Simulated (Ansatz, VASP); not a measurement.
# Y: VASP beside Ansatz

Aim: how closely do two programs agree when they are given the same cell, functional and k mesh? The cell is taken from a series of runs on this material, whose earlier steps may have relaxed, scaled, displaced or heated it; both programs get it as it stands.

Method: plane waves, with VASP 6.6.1 beside it; zone-centre phonons at PBEsol, in Ansatz 0.2.0.

## Step 1: The structure

It takes space group P6_3/mmc (No. 194, hexagonal). The conventional cell has a = 3.647 Å, b = 3.647 Å, c = 5.652 Å, α = 90.00°, β = 90.00°, γ = 120.00°. Y has 12 Y at 3.52 to 3.65 Å nearest.

As a file:

```cif
data_structure
_symmetry_space_group_name_H-M 'P6_3/mmc'
_symmetry_Int_Tables_number 194
_cell_length_a 3.6468
_cell_length_b 3.6468
_cell_length_c 5.6524
_cell_angle_alpha 90.000
_cell_angle_beta 90.000
_cell_angle_gamma 120.000
_cell_volume 65.10
loop_
_atom_site_label
_atom_site_type_symbol
_atom_site_symmetry_multiplicity
_atom_site_Wyckoff_symbol
_atom_site_fract_x
_atom_site_fract_y
_atom_site_fract_z
_atom_site_occupancy
Y1 Y 2 c 0.33333 0.66667 0.25000 1
```

## Step 2: VASP: zone-centre phonons, PBEsol

Second derivatives magnify differences that forces hide, and they need a tight electronic threshold.

Lines of VASP's logs that name or quote its potential files are left out, and so is its time.

File INCAR:

```
SYSTEM = Y
PREC = Accurate
ENCUT = 500
EDIFF = 1E-08
NELM = 120
ISMEAR = 1
SIGMA = 0.2
LREAL = .FALSE.
ALGO = Normal
GGA = PS
NBANDS = 17
LASPH = .TRUE.
LORBIT = 11
LWAVE = .FALSE.
LCHARG = .FALSE.
ISIF = 2
IBRION = 8
GGA_COMPAT = .FALSE.
KPAR = 2
```

File POSCAR:

```
Y
1.0
    3.6468437202      0.0000000000      0.0000000000
   -1.8234218601      3.1582593053      0.0000000000
    0.0000000000      0.0000000000      5.6523518442
Y
2
Direct
    0.3333333333      0.6666666667      0.2500000000
    0.6666666667      0.3333333333      0.7500000000
```

File KPOINTS:

```
Automatic mesh
0
Gamma
15 15 8
0 0 0
```

Potentials, in the order of the species: Y_sv (PBE family, release 64).

The run is started by

```console
$ mpirun -np 2 vasp_std
```

Numbers of over 12 decimals in the logs are rounded to 6 here.

The program printed:

```text
[banner, memory and clock lines left out]
running    2 mpi-ranks, on    1 nodes
 distrk:  each k-point on    1 cores,    2 groups
 distr:  one band on    1 cores,    1 groups

 POSCAR found type information on POSCAR Y
 POSCAR found :  1 types and       2 ions
|                                                                             |
|               ----> ADVICE to this user running VASP <----                  |
|                                                                             |
|     You enforced a specific xc type in the INCAR file but a different       |
|     [... a line on the potential file left out ...]
|     I HOPE YOU KNOW WHAT YOU ARE DOING!                                     |
|                                                                             |

 LDA part: xc-table for (Slater+PW92), standard interpolation
 POSCAR, INCAR and KPOINTS ok, starting setup
 FFT: planning ... GRIDC
 FFT: planning ... GRID_SOFT
 FFT: planning ... GRID
 WAVECAR not read
 entering main loop
       N       E                     dE             d eps       ncg     rms          rms(c)
DAV:   1     0.844139668364E+02    0.84414E+02   -0.11246E+04  4590   0.120E+03
DAV:   2    -0.702060645965E+01   -0.91435E+02   -0.90102E+02  5799   0.261E+02
DAV:   3    -0.139409400484E+02   -0.69203E+01   -0.68535E+01  8338   0.433E+01
DAV:   4    -0.140924050089E+02   -0.15146E+00   -0.15134E+00  5466   0.687E+00
DAV:   5    -0.140958743551E+02   -0.34693E-02   -0.34689E-02  6980   0.796E-01    0.333E+01
DAV:   6    -0.137108000386E+02    0.38507E+00   -0.47298E-01  4975   0.432E+00    0.206E+01
DAV:   7    -0.136385022931E+02    0.72298E-01   -0.91131E-01  6034   0.549E+00    0.180E+00
DAV:   8    -0.136257908234E+02    0.12711E-01   -0.16472E-01  5742   0.243E+00    0.101E+00
DAV:   9    -0.136250685806E+02    0.72224E-03   -0.46602E-03  6626   0.436E-01    0.406E-01
DAV:  10    -0.136251649806E+02   -0.96400E-04   -0.15172E-03  5267   0.360E-01    0.246E-01
DAV:  11    -0.136251331116E+02    0.31869E-04   -0.85388E-05  7024   0.800E-02    0.264E-02
DAV:  12    -0.136251285809E+02    0.45307E-05   -0.23319E-05  5269   0.429E-02    0.212E-02
DAV:  13    -0.136251301358E+02   -0.15548E-05   -0.56372E-06  5329   0.221E-02    0.276E-03
DAV:  14    -0.136251302732E+02   -0.13743E-06   -0.18690E-07  7404   0.284E-03    0.486E-04
DAV:  15    -0.136251302085E+02    0.64741E-07   -0.97705E-09  3878   0.920E-04    0.311E-04
DAV:  16    -0.136251302305E+02   -0.22007E-07   -0.10308E-09  3249   0.260E-04    0.719E-05
DAV:  17    -0.136251302266E+02    0.38845E-08   -0.15499E-10  3088   0.964E-05
   1 F= -.13625130E+02 E0= -.13624301E+02  d E =-.248675E-02
 Linear response reoptimize wavefunctions to high precision
DAV:   1    -0.136251302228E+02    0.37467E-08   -0.76745E-11  3232   0.702E-05
DAV:   2    -0.136251302228E+02    0.40927E-11   -0.17498E-11  2878   0.322E-05
 Linear response DOF=           2
 Linear response progress:
  Degree of freedom:   1/  2
       N       E                     dE             d eps       ncg     rms          rms(c)
RMM:   1    -0.271988786030E+00   -0.27199E+00    0.40892E+00 22612   0.109E+01
RMM:   2    -0.259783338363E+00    0.12205E-01   -0.19603E-01 33344   0.203E+00    0.164E-01
RMM:   3    -0.261272247316E+00   -0.14889E-02   -0.15401E-02 38783   0.608E-01    0.774E-02
RMM:   4    -0.261637127412E+00   -0.36488E-03   -0.26168E-03 45807   0.219E-01    0.300E-02
RMM:   5    -0.261696716355E+00   -0.59589E-04   -0.47582E-04 47478   0.924E-02    0.180E-02
RMM:   6    -0.261615444705E+00    0.81272E-04   -0.11245E-04 48533   0.369E-02    0.625E-03
RMM:   7    -0.261570623455E+00    0.44821E-04   -0.10197E-04 48603   0.184E-02    0.243E-03
RMM:   8    -0.261554711432E+00    0.15912E-04   -0.99186E-05 49125   0.103E-02    0.167E-03
RMM:   9    -0.261537745494E+00    0.16966E-04   -0.81964E-05 48865   0.680E-03    0.624E-04
RMM:  10    -0.261540760064E+00   -0.30146E-05   -0.57657E-05 49546   0.466E-03    0.731E-04
RMM:  11    -0.261538653874E+00    0.21062E-05   -0.37163E-05 49010   0.356E-03    0.400E-04
RMM:  12    -0.261537723490E+00    0.93038E-06   -0.26401E-05 48864   0.288E-03    0.826E-05
RMM:  13    -0.261538403060E+00   -0.67957E-06   -0.18761E-05 48705   0.241E-03    0.281E-04
RMM:  14    -0.261538136702E+00    0.26636E-06   -0.13249E-05 48895   0.207E-03    0.258E-04
[...]
RMM:  19    -0.261537438371E+00   -0.20640E-06   -0.40322E-06 48417   0.121E-03    0.273E-04
RMM:  20    -0.261536566024E+00    0.87235E-06   -0.32220E-06 45564   0.113E-03    0.125E-04
RMM:  21    -0.261536653179E+00   -0.87155E-07   -0.27610E-06 46896   0.103E-03    0.174E-04
RMM:  22    -0.261536546589E+00    0.10659E-06   -0.22369E-06 48414   0.959E-04    0.177E-04
RMM:  23    -0.261536648272E+00   -0.10168E-06   -0.19738E-06 47971   0.897E-04    0.219E-04
RMM:  24    -0.261536564833E+00    0.83440E-07   -0.16319E-06 47772   0.844E-04    0.223E-04
RMM:  25    -0.261536530806E+00    0.34027E-07   -0.14693E-06 48210   0.797E-04    0.227E-04
RMM:  26    -0.261536566624E+00   -0.35818E-07   -0.12377E-06 47670   0.755E-04    0.249E-04
 first order change of Fermi-energy   0.38668E-04
 force on displaced ion       1 direction 1 :  -1.282   0.000   0.000
 Linear response progress:
  Degree of freedom:   2/  2
       N       E                     dE             d eps       ncg     rms          rms(c)
RMM:   1    -0.312360276065E+00   -0.31236E+00    0.42151E+00  7662   0.109E+01
RMM:   2    -0.303354888870E+00    0.90054E-02   -0.20070E-01 11445   0.199E+00    0.317E-01
RMM:   3    -0.305831702729E+00   -0.24768E-02   -0.14694E-02 12765   0.584E-01    0.159E-01
RMM:   4    -0.306428383337E+00   -0.59668E-03   -0.21141E-03 14713   0.222E-01    0.338E-02
RMM:   5    -0.306349828460E+00    0.78555E-04   -0.42068E-04 15398   0.936E-02    0.177E-02
RMM:   6    -0.306230559005E+00    0.11927E-03   -0.91445E-05 16148   0.407E-02    0.799E-03
RMM:   7    -0.306088771241E+00    0.14179E-03   -0.34838E-05 15928   0.170E-02    0.583E-03
RMM:   8    -0.306070122289E+00    0.18649E-04   -0.31164E-05 15835   0.900E-03    0.116E-03
RMM:   9    -0.306058723193E+00    0.11399E-04   -0.22461E-05 16463   0.524E-03    0.729E-04
RMM:  10    -0.306049897867E+00    0.88253E-05   -0.16285E-05 16181   0.338E-03    0.263E-04
RMM:  11    -0.306051856443E+00   -0.19586E-05   -0.82623E-06 16353   0.241E-03    0.152E-04
RMM:  12    -0.306050351754E+00    0.15047E-05   -0.37618E-06 16040   0.190E-03    0.184E-04
RMM:  13    -0.306051350538E+00   -0.99878E-06   -0.13937E-06 16022   0.158E-03    0.119E-04
RMM:  14    -0.306052694686E+00   -0.13441E-05   -0.47694E-07 16168   0.135E-03    0.371E-04
RMM:  15    -0.306051595010E+00    0.10997E-05    0.58786E-07 15623   0.119E-03    0.223E-04
RMM:  16    -0.306051408088E+00    0.18692E-06    0.99124E-07 16189   0.104E-03    0.228E-04
RMM:  17    -0.306051426456E+00   -0.18369E-07    0.12293E-06 16011   0.937E-04    0.261E-04
RMM:  18    -0.306051018876E+00    0.40758E-06    0.11853E-06 15840   0.863E-04    0.229E-04
 first order change of Fermi-energy   0.60755E-04
 force on displaced ion       1 direction 3 :   0.000  -0.000  -3.516
 Linear response finished
```

From OUTCAR (step 2):

```text
ion  position               nearest neighbor table
   1  0.333  0.667  0.250-   2 3.52   2 3.52   2 3.52   2 3.52   2 3.52   2 3.52
   2  0.667  0.333  0.750-   1 3.52   1 3.52   1 3.52   1 3.52   1 3.52   1 3.52

  LATTYP: Found a hexagonal cell.
 ALAT       =     3.6468437202
 C/A-ratio  =     1.5499298237

 Subroutine GETGRP returns: Found 24 space group operations
 (whereof 12 operations were pure point group operations)

The static configuration has the point symmetry D_3d.
 The point group associated with its full space group is D_6h.

 Found    135 irreducible k-points:

   k-points           NKPTS =    135   k-points in BZ     NKDIM =    135   number of bands    NBANDS=     17

   dimension x,y,z NGX =    28 NGY =   28 NGZ =   42
   dimension x,y,z NGXF=    56 NGYF=   56 NGZF=   84

   ENCUT  =  500.0 eV  36.75 Ry    6.06 a.u.   6.65  6.65 10.31*2*pi/ulx,y,z

   NELECT =      22.0000    total number of electrons

 k-points in reciprocal lattice and weights: Automatic mesh
   0.00000000  0.00000000  0.00000000       0.001
   0.06666667  0.00000000  0.00000000       0.003
   0.13333333  0.00000000  0.00000000       0.003
   0.20000000  0.00000000  0.00000000       0.003
   0.26666667  0.00000000  0.00000000       0.003
   0.33333333 -0.00000000  0.00000000       0.003
   0.40000000  0.00000000  0.00000000       0.003
   0.46666667  0.00000000  0.00000000       0.003
   0.06666667  0.06666667  0.00000000       0.003
[...]
0.33333333  0.26666667  0.50000000       0.007
   0.33333333  0.33333333  0.50000000       0.001

 average (electrostatic) potential at core
       1 -37.5064       2 -37.5064

  Total       -0.6870672     -0.6870672     -0.6887190      0.0000000     -0.0000000      0.0000000
  in kB      -16.9089135    -16.9089135    -16.9495631      0.0000000     -0.0000000      0.0000000
  external PRESSURE =     -16.9224634 kB  Pullay stress =       0.0000000 kB

  energy-cutoff  :      500.00
  volume of cell :       65.10
      direct lattice vectors                 reciprocal lattice vectors
     3.646843720  0.000000000  0.000000000     0.274209721  0.158315056  0.000000000
    -1.823421860  3.158259305  0.000000000     0.000000000  0.316630113  0.000000000
     0.000000000  0.000000000  5.652351844     0.000000000  0.000000000  0.176917508

 POSITION                                       TOTAL-FORCE (eV/Angst)
 -----------------------------------------------------------------------------------
     -0.00000      2.10551      1.41309         0.000000      0.000000      0.000000
      1.82342      1.05275      4.23926        -0.000000     -0.000000      0.000000
 -----------------------------------------------------------------------------------
    total drift:                               -0.000000      0.000000     -0.000000

 Eigenvectors and eigenvalues of the dynamical matrix
 ----------------------------------------------------

   1 f  =    4.396503 THz    27.624046 2PiTHz  146.651571 cm-1    18.182469 meV
             X         Y         Z           dx          dy          dz
     -0.000000  2.105506  1.413088     0.000000    0.000000   -0.707107
      1.823422  1.052753  4.239264     0.000000    0.000000    0.707107

   2 f  =    2.654379 THz    16.677955 2PiTHz   88.540552 cm-1    10.977624 meV
             X         Y         Z           dx          dy          dz
     -0.000000  2.105506  1.413088     0.707107   -0.000000    0.000000
      1.823422  1.052753  4.239264    -0.707107    0.000000    0.000000

   3 f  =    2.654379 THz    16.677955 2PiTHz   88.540552 cm-1    10.977624 meV
             X         Y         Z           dx          dy          dz
     -0.000000  2.105506  1.413088    -0.000000    0.707107    0.000000
      1.823422  1.052753  4.239264    -0.000000   -0.707107    0.000000

   4 f  =    0.000000 THz     0.000000 2PiTHz    0.000000 cm-1     0.000000 meV
             X         Y         Z           dx          dy          dz
     -0.000000  2.105506  1.413088     0.000000    0.000000    0.707107
      1.823422  1.052753  4.239264     0.000000    0.000000    0.707107

   5 f/i=    0.000000 THz     0.000000 2PiTHz    0.000001 cm-1     0.000000 meV
             X         Y         Z           dx          dy          dz
     -0.000000  2.105506  1.413088     0.090229    0.701326    0.000000
      1.823422  1.052753  4.239264     0.090229    0.701326    0.000000

   6 f/i=    0.000000 THz     0.000000 2PiTHz    0.000002 cm-1     0.000000 meV
             X         Y         Z           dx          dy          dz
     -0.000000  2.105506  1.413088     0.701326   -0.090229    0.000000
      1.823422  1.052753  4.239264     0.701326   -0.090229    0.000000

 ELASTIC MODULI CONTR FROM IONIC RELAXATION (kBar)
 Direction    XX          YY          ZZ          XY          YZ          ZX
 --------------------------------------------------------------------------------
 XX         -33.8539     33.8539      0.0000     -0.0000     -0.0000      0.0000
 YY          33.8539    -33.8539     -0.0000      0.0000      0.0000      0.0000
 ZZ           0.0000     -0.0000     -0.0000      0.0000      0.0000      0.0000
 XY          -0.0000      0.0000      0.0000    -33.8539     -0.0000      0.0000
 YZ          -0.0000      0.0000      0.0000     -0.0000     -0.0000      0.0000
 ZX           0.0000      0.0000      0.0000      0.0000      0.0000      0.0000
 --------------------------------------------------------------------------------
```

(Part 1 of 2 ends here.)

[Lines on the potential files, build, host, timing and source positions are cut from VASP's logs without a mark.]

[Logs are printed without paths, hosts, clocks, repeated set-up lines and the standing remarks that a program may print on its own settings, such as how far it seeks lower states.]

[Hosts, paths, dates, database ids (printed as entryN), source tags and the programs' standing remarks are cut or masked in the printed files.]
